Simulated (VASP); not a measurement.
Data:

```xyz
6
Lattice="1.6278 -2.8194 0.0000 1.6278 2.8194 0.0000 0.0000 0.0000 12.8438" Properties=species:S:1:pos:R:3 pbc="T T T"
W      1.6278     0.9398     3.2110
W      1.6278    -0.9398     9.6329
Se     1.6278     0.9398    11.3029
Se     1.6278    -0.9398     4.8810
Se     1.6278    -0.9398     1.5409
Se     1.6278     0.9398     7.9628
```

The numbers are results of LDA (Ceperley-Alder, Perdew-Zunger), VASP's LDA PAW potentials (set 64) (plane waves; VASP), not measurements. Run with 520 eV cut-off, 9×9×2 Γ-centred mesh, tetrahedra with Blöchl corrections, potentials W_sv Se.

### Question
What does the run give for the energy per atom (σ→0)?

### Answer

The energy per atom (σ→0) is -8.082 eV/atom.

Total energies compare only between runs with the same potentials, cut-off and functional.

The compound is WSe2 in the 2H layered structure. It was relaxed first.
